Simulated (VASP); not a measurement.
# SiO2 (space group P4_32_12): computed properties

All values below come from r2SCAN meta-GGA, VASP's PBE PAW potentials (set 64) (plane waves; VASP).

| Quantity | Result |
|---|---|
| space group | P4_32_12 (96) |
| cell | a = b = 4.9778 Å, c = 6.9050 Å, α = β = γ = 90.00° |
| volume per atom | 14.26 Å³/atom |
| band gap (over mesh and band path) | 6.35 eV |
| smallest direct gap (over mesh and band path) | 6.35 eV |
| band-edge character | direct, Γ to Γ |
| density | 2.33 g/cm³ |

```cif
data_O8Si4
_chemical_formula_sum 'Si4 O8'
_space_group_name_H-M_alt 'P 1'
_space_group_IT_number 1
_cell_length_a 4.97780
_cell_length_b 4.97780
_cell_length_c 6.90501
_cell_angle_alpha 90.000
_cell_angle_beta 90.000
_cell_angle_gamma 90.000
loop_
_space_group_symop_operation_xyz
  'x, y, z'
loop_
_atom_site_label
_atom_site_type_symbol
_atom_site_fract_x
_atom_site_fract_y
_atom_site_fract_z
_atom_site_occupancy
Si1 Si 0.19682 0.19682 0.00000 1
Si2 Si 0.30318 0.69682 0.75000 1
Si3 Si 0.80318 0.80318 0.50000 1
Si4 Si 0.69682 0.30318 0.25000 1
O1 O 0.61040 0.73817 0.68203 1
O2 O 0.76183 0.11040 0.43203 1
O3 O 0.38960 0.26183 0.18203 1
O4 O 0.23817 0.88960 0.93203 1
O5 O 0.11040 0.76183 0.56797 1
O6 O 0.26183 0.38960 0.81797 1
O7 O 0.88960 0.23817 0.06797 1
O8 O 0.73817 0.61040 0.31797 1
```

The structure comes from a computed database's SiO2 entry (P4_32_12); how it stands against other phases isn't given here. It was relaxed first. Symmetry was kept, so distortions that lower it aren't found.
